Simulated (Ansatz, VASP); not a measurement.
# ZnS (Wurtzite-2H) in two plane-wave programs, part 3 of 3

Aim: how closely do two programs agree when they are given the same cell, functional and k mesh? The cell is taken from a series of runs on this material, whose earlier steps may have relaxed, scaled, displaced or heated it; both programs get it as it stands.

VASP 6.6.1 and Ansatz 0.2.0.

So far: Starting point; VASP: zone-centre phonons, LDA.

## 3. Ansatz: zone-centre phonons, LDA

Level of this step: Ansatz beside VASP: Kohn-Sham DFT, plane waves, LDA (Ansatz).

Ansatz runs on its PAW soft_1 files.

The same cell, functional (in two slightly different forms) and mesh now go to Ansatz, which takes its cutoff from its data sets.

input.yaml

```yaml
crystal:
  lattice:
    - [3.7200498242, 0.0, 0.0]
    - [-1.8600249121, 3.2216576511, 0.0]
    - [0.0, 0.0, 6.265701948]
  atoms:
    - { symbol: S, position: [0.3333333316, 0.6666666684, 0.3772497901] }
    - { symbol: S, position: [0.6666666684, 0.3333333316, 0.8772497901] }
    - { symbol: Zn, position: [0.3333333351, 0.6666666649, 0.0077502099] }
    - { symbol: Zn, position: [0.6666666649, 0.3333333351, 0.5077502099] }
kpoints:
  mp_grid: { grid: [12, 12, 8] }
hamiltonian:
  xc: lda
  pseudopotentials: { kind: paw, azcp: { folder: soft_1 }, xc_functional: pbe }
scf:
  occupations: { method: fixed }
output:
  eigenvalues: true
phonons:
  method: dfpt
  dielectric: true
  rigid_motions: translations
```

On the command line:

```console
$ ansatz run input.yaml --threads 4 --pin off --max-ram 16384MiB --backend cpu --events-out ev --progress --plain --runs-dir out
```

Numbers of over 12 decimals in the logs are rounded to 6 here.

The program printed:

```text
Engine: ansatz 0.2.0, aarch64-unknown-linux-gnu
Pseudopotentials: kind: paw
Pseudopotential: S, paw, valence charge 6, recommended cutoff 420 eV (normal), soft_1/S.paw.azcp
Pseudopotential: Zn, paw, valence charge 12, recommended cutoff 420 eV (normal), soft_1/Zn.paw.azcp
Functional definition: SPW92
  exchange = slater_x
  correlation = pw_c
Crystal: 4 atoms, lattice volume = 75.093 Å³
Basis set: ecut = 420 eV, 1473 PW (Γ), exchange–correlation on 50×50×96 points (8 copies of the dense FFT grid, shifted against one another)
Bands: 22, of which v1, the nominal top of the filled ones, is band 18 counted from 1 (17 counted from 0)
Symmetry: 12 space group operations
k-points: 320 of 1152 (irreducible under 2 space group operations, time reversal used)
Non-local potential: S, projectors of the file, l = 0: 2, l = 1: 2, l = 2: 1
Non-local potential: Zn, projectors of the file, l = 0: 2, l = 1: 2, l = 2: 3, l = 3: 1
PAW form: soft (Blöchl's): semilocal exchange-correlation on the pseudo side does not see the compensation charge
PAW frozen core: S, regenerated for the run's functional, and the local potential with it (the file was generated under x = pbe(κ = 0.804, μ = 0.219515), c = pbe(β = 0.066725))
PAW frozen core: Zn, regenerated for the run's functional, and the local potential with it (the file was generated under x = pbe(κ = 0.804, μ = 0.219515), c = pbe(β = 0.066725))
PAW one-centre angular grid: S, 110 points (default); XC on 64 Gauss nodes
PAW one-centre angular grid: Zn, 590 points (default); XC on 64 Gauss nodes
Initial density: superposition of atomic densities (chi_scale 0.1, normalization cell, long waves kept (reshape's long-wave potential 0.00 eV rms))
Initial wavefunctions: pseudopotential atomic-orbital guess
Functional: x = slater, c = lda
SCF iter   1: F=—  HF=-8235.069166 eV  |F-HF|=—  |Δ(HF+E_count)|=         —  Δρ=3.82e-2  dr2=6.79e-1  ethr=3.10e-3  ⟨swp⟩=5.0  Hψ=34677  notcnv=0  defer=603
preconditioner: auto → Resta (q_TF=auto, 2.414 Å⁻¹)  ε∞=6.3  [insulator: Δε(μ)=2.309 eV  Ē_g=11.144 eV  n_scr=22 (ndim 8)  ℏωp=25.7 eV  f_vac=0.002  ε∞_Penn≈6.3]
SCF iter   2: F=—  HF=-8234.908267 eV  |F-HF|=—  |Δ(HF+E_count)|=   1.61e-1  Δρ=1.57e-2  dr2=1.48e-1  ethr=1.89e-3  ⟨swp⟩=2.1  Hψ=14435  notcnv=0  defer=634
SCF iter   3: F=—  HF=-8234.875144 eV  |F-HF|=—  |Δ(HF+E_count)|=   3.31e-2  Δρ=9.96e-3  dr2=5.05e-2  ethr=4.12e-4  ⟨swp⟩=2.0  Hψ=12815  notcnv=0  defer=637
SCF iter   4: F=—  HF=-8234.859511 eV  |F-HF|=—  |Δ(HF+E_count)|=   1.56e-2  Δρ=3.03e-3  dr2=4.37e-3  ethr=1.40e-4  ⟨swp⟩=2.0  Hψ=15363  notcnv=0  defer=637
SCF iter   5: F=—  HF=-8234.859681 eV  |F-HF|=—  |Δ(HF+E_count)|=   1.70e-4  Δρ=4.59e-4  dr2=1.87e-4  ethr=1.21e-5  ⟨swp⟩=2.3  Hψ=12313  notcnv=0  defer=637
SCF iter   6: F=—  HF=-8234.859744 eV  |F-HF|=—  |Δ(HF+E_count)|=   6.31e-5  Δρ=2.34e-4  dr2=3.74e-5  ethr=5.19e-7  ⟨swp⟩=2.8  Hψ=12565  notcnv=0  defer=616
SCF iter   7: F=—  HF=-8234.859754 eV  |F-HF|=—  |Δ(HF+E_count)|=   1.04e-5  Δρ=5.32e-5  dr2=8.46e-7  ethr=1.04e-7  ⟨swp⟩=2.2  Hψ=12575  notcnv=0  defer=1
SCF iter   8: F=—  HF=-8234.859756 eV  |F-HF|=—  |Δ(HF+E_count)|=   2.04e-6  Δρ=1.69e-5  dr2=1.23e-7  ethr=2.35e-9  ⟨swp⟩=2.1  Hψ=11316  notcnv=0  defer=1
SCF iter   9: F=—  HF=-8234.859756 eV  |F-HF|=—  |Δ(HF+E_count)|=   1.37e-8  Δρ=1.81e-6  dr2=2.24e-9  ethr=3.41e-10  ⟨swp⟩=2.4  Hψ=12348  notcnv=0  defer=1
SCF iter  10: F=—  HF=-8234.859756 eV  |F-HF|=—  |Δ(HF+E_count)|=  4.82e-10  Δρ=4.93e-7  dr2=1.19e-10  ethr=6.23e-12  ⟨swp⟩=2.1  Hψ=12774  notcnv=0  defer=1
SCF iter  11: F=-8234.859756 eV  HF=-8234.859756 eV  |F-HF|=3.64e-12  |Δ(HF+E_count)|=  1.82e-12  Δρ=4.93e-8  dr2=1.87e-12  ethr=1.00e-12  ⟨swp⟩=9.1  Hψ=48805  notcnv=0
SCF 1 converged in 11 iterations: F = -8234.859756 eV  dr2 = 1.87e-12
  greatest PAW one-centre occupation: 0.983 electrons in one spin orbital (limit 2), on the Zn atom at site 2 (counted from 0), in its partial waves of l = 2
DFPT response loops at Γ: preconditioner auto → Resta (q_TF=auto, 2.414 Å⁻¹)  ε∞=5.4 (no band partly filled); β = 1.00, the filter's whole step (`scf.mixing.beta` (0.50) is not read by the response loops at its default; to damp them type it under 1.00, their step now; it binds the ground state too); Broyden in place of MSR1
── the response to a field inside a basis, on 12×12×8 k-points: an SCF that follows is theirs, and a resumed run solves both again ──
Bands: 19, of which v1, the nominal top of the filled ones, is band 18 counted from 1 (17 counted from 0)
k-points: 168 of 1152 (irreducible under 4 space group operations, time reversal used)
Initial density: handed on by an earlier stage of this run
Initial wavefunctions: pseudopotential atomic-orbital guess (no wavefunctions were taken with the density)
Eigensolver: Dense (168 Hₖ)
SCF iter   1: F=—  HF=-8234.856851 eV  |F-HF|=—  |Δ(HF+E_count)|=         —  Δρ=1.39e-4  dr2=2.43e-6  ethr=1.00e-1
preconditioner: auto → Resta (q_TF=auto, 2.414 Å⁻¹)  ε∞=8.1  [insulator: Δε(μ)=2.292 eV  Ē_g=9.629 eV  n_scr=22 (ndim 8)  ℏωp=25.7 eV  f_vac=0.024  ε∞_Penn≈8.1]
SCF iter   2: F=—  HF=-8234.856852 eV  |F-HF|=—  |Δ(HF+E_count)|=   7.23e-7  Δρ=1.20e-4  dr2=4.15e-6  ethr=6.76e-9
SCF iter   3: F=—  HF=-8234.856852 eV  |F-HF|=—  |Δ(HF+E_count)|=   1.01e-9  Δρ=2.71e-5  dr2=9.97e-8  ethr=6.76e-9
SCF iter   4: F=-8234.856852 eV  HF=-8234.856852 eV  |F-HF|=1.92e-8  |Δ(HF+E_count)|=   2.78e-7  Δρ=6.12e-6  dr2=6.61e-9  ethr=2.77e-10
SCF 1 converged in 4 iterations: F = -8234.856852 eV  dr2 = 6.61e-9
DFPT response loops at Γ: preconditioner auto → Resta (q_TF=auto, 2.414 Å⁻¹)  ε∞=5.1 (no band partly filled); β = 1.00, the filter's whole step (`scf.mixing.beta` (0.50) is not read by the response loops at its default; to damp them type it under 1.00, their step now; it binds the ground state too); Broyden in place of MSR1
SCF converged after 11 iterations
Free energy (F): -8234.859756 eV
Harris-Foulkes:  -8234.859756 eV  (|F-HF|=3.64e-12)
Internal energy: -8234.859756 eV  (E = F + TS)
E sigma→0 (E₀):  -8234.859756 eV
Fermi energy:    6.221081 eV
--- Per-component energies (eV) ---
  E_band       = 13.236391
  E_kinetic    = 510.954187
  E_local      = -4484.286536  (includes V_loc(G=0)·N_el)
  E_nonlocal   = 1715.042531
  E_hartree    = 1703.667149
  E_xc         = -333.334485
  E_vxc        = -271.002095  (∫ρ·V_xc dr)
  E_paw        = -4803.929075  (= ΣΔE_a)
  E_vpaw       = -864.805439  (= ΣTr[D̂ρ^β])
  E_aug_tail   = -0.000510  (compensation charges beyond the density's cutoff)
  E_ewald      = -2546.393700
  E_core_change = 3.420682  (= ΣΔE_core)
  E_smearing   = -0.000000  (= −TS)
  E_closure    = 0.000000  (closes the sum)
  Σ components = -8234.859756   (vs F -8234.859756, Δ=0.00e0)
--- Band table (eV; the first three rows and the last of 320) ---
  k-point 0: bands = [... 14 lower, 5.2965, 5.9810, 6.2211, 6.2211, 8.2678, 9.3805, 12.2968, 12.4030]
  k-point 1: bands = [... 14 lower, 5.3285, 5.5911, 6.1820, 6.1820, 8.6174, 9.4150, 12.2114, 12.4277]
  k-point 2: bands = [... 14 lower, 5.4208, 5.4208, 6.0728, 6.0728, 9.2507, 9.5134, 12.0822, 12.5090]
  k-point 319: bands = [... 14 lower, 3.4269, 3.4269, 4.4687, 4.4687, 10.3695, 10.3695, 12.3736, 12.3736]
--- Phonons (Γ-DFPT): 4 representative perturbations + reference, on 320 of 1152 k-points (Σ response iterations 13) ---
  k mesh reduced under 2 symmetry operations, with k and −k counted as one. Each operation leaves every solved perturbation unchanged. A smaller set is not considered because the run solves the response to a homogeneous field
  ASR residual: 3.586e-5 → 0.000e0 eV/Å²; symmetrization residual: 3.865e-6 eV/Å²
  ASR residual per site (eV/Å²): 3.59e-5 3.59e-5 1.67e-5 1.67e-5
  Γ frequencies (cm⁻¹): 0.00 0.00 0.00 73.14 73.14 199.97 280.96 289.44 289.44 293.12 293.12 337.84
  ε∞ (high-frequency dielectric tensor):
        6.036123     0.000000    -0.000000
        0.000000     6.036123    -0.000000
        0.000000    -0.000000     6.297656
  ε⁰ (static dielectric tensor: ions relaxed, cell fixed):
        8.472635    -0.000000     0.000000
       -0.000000     8.472635     0.000000
        0.000000     0.000000     9.346158
  ε⁰ − ε∞ (ionic part):
        2.436512    -0.000000     0.000000
       -0.000000     2.436512     0.000000
        0.000000     0.000000     3.048502
  softest optical mode at Γ: 73.14 cm⁻¹; the repairs (sum rule, projections) moved no ω² at Γ by more than (0.84 cm⁻¹)²
  Born effective charges Z* (e; rows j = field, columns β = displacement):
    site 0:
        -1.83044   -0.00000   -0.00000
         0.00000   -1.83044   -0.00000
        -0.00000   -0.00000   -1.98747
    site 1:
        -1.83044    0.00000    0.00000
        -0.00000   -1.83044    0.00000
         0.00000   -0.00000   -1.98747
    site 2:
         1.83044   -0.00000    0.00000
        -0.00000    1.83044   -0.00000
        -0.00000   -0.00000    1.98747
    site 3:
         1.83044    0.00000   -0.00000
         0.00000    1.83044    0.00000
         0.00000    0.00000    1.98747
  Z* charge neutrality: 5.250e-4 e pre-enforcement
  solved inside a basis spanned on kpoints, on 12×12×8 k-points, its susceptibility summed on 16×16×8: ε∞ is read to err by 2.2e-2, Z* by 1.3e-2 e (field_mesh: kpoints solves on kpoints); Z* is corrected for what the basis lacks
  optical modes at Γ without the LO–TO term, one row a degenerate level:
      ω (cm⁻¹)  modes    IR ((D/Å)²/amu)
         73.14      2             0.0000
        199.97      1             0.0000
        280.96      1             8.4727
[...]
optical modes at Γ + LO–TO along q̂ = [1.0000, 0.0000, 0.0000]:
      ω (cm⁻¹)  modes    IR ((D/Å)²/amu)
[...]
optical modes at Γ + LO–TO along q̂ = [0.0000, 1.0000, 0.0000]:
      ω (cm⁻¹)  modes    IR ((D/Å)²/amu)
[...]
337.84      1             0.0000
        342.92      1             7.1868
  optical modes at Γ + LO–TO along q̂ = [0.0000, 0.0000, 1.0000]:
      ω (cm⁻¹)  modes    IR ((D/Å)²/amu)
         73.14      2             0.0000
        199.97      1             0.0000
        289.44      2            14.3735
        293.12      2             0.0000
        337.84      1             0.0000
        342.28      1             8.4727
```

The column dr2 measures how far the density is from self-consistency, as an energy; F and HF (Harris–Foulkes) agree once it is small.

## 4. Differences

Known differences besides the potentials themselves: fixed occupations in Ansatz, narrow Gaussian smearing in VASP; VASP's response is taken on the typed mesh, Ansatz refines its own for the field response alone; the cutoff is 420 eV in Ansatz and 500 eV in VASP; VASP's log shows a relativistic correction to its local exchange, Ansatz's none. Total energies have different zeros and are not compared.

Compared:

```
                                     quantity  Ansatz   VASP  difference
                                        ε∞ xx    6.04   5.99     +0.82 %
                                        ε∞ yy    6.04   5.99     +0.82 %
                                        ε∞ zz    6.30   6.24     +0.91 %
 Born charge of S1 (mean of the diagonal) (e)   -1.88  -1.90       +0.01
Born charge of Zn3 (mean of the diagonal) (e)    1.88   1.90       -0.01
                   optical mode 1 to 2 (cm⁻¹)    73.1   72.2     +1.37 %
                        optical mode 3 (cm⁻¹)   200.0  200.3     -0.18 %
                        optical mode 4 (cm⁻¹)   281.0  282.3     -0.46 %
                   optical mode 5 to 6 (cm⁻¹)   289.4  290.5     -0.37 %
                   optical mode 7 to 8 (cm⁻¹)   293.1  294.1     -0.34 %
                        optical mode 9 (cm⁻¹)   337.8  338.7     -0.27 %
```

Modes are paired by rising frequency, not by their patterns, so a pair may set unlike modes beside each other; they are those without the splitting of longitudinal modes.

## 5. Summary of results

```json
{
 "r.m.s. difference of the optical zone-centre modes, each program's sorted by frequency (zone-centre phonons, LDA)": "1.00 cm⁻¹",
 "difference in optical mode 1 to 2 (zone-centre phonons, LDA)": "+1.4 %"
}
```

What this shows: The r.m.s. difference of the optical zone-centre modes, each program's sorted by frequency is 1.00 cm⁻¹ (zone-centre phonons, LDA). Among the rows given in per cent, the largest difference of the zone-centre phonons, LDA pair is in optical mode 1 to 2, +1.4 %. Such differences can come from data sets, numerical settings and the points named under the comparisons, not from the functional's error against experiment.

[Lines on the potential files, build, host, timing and source positions are cut from VASP's logs without a mark.]

[Logs are printed without paths, hosts, clocks, repeated set-up lines and the standing remarks that a program may print on its own settings, such as how far it seeks lower states.]

[Hosts, paths, dates, database ids (printed as entryN), source tags and the programs' standing remarks are cut or masked in the printed files.]
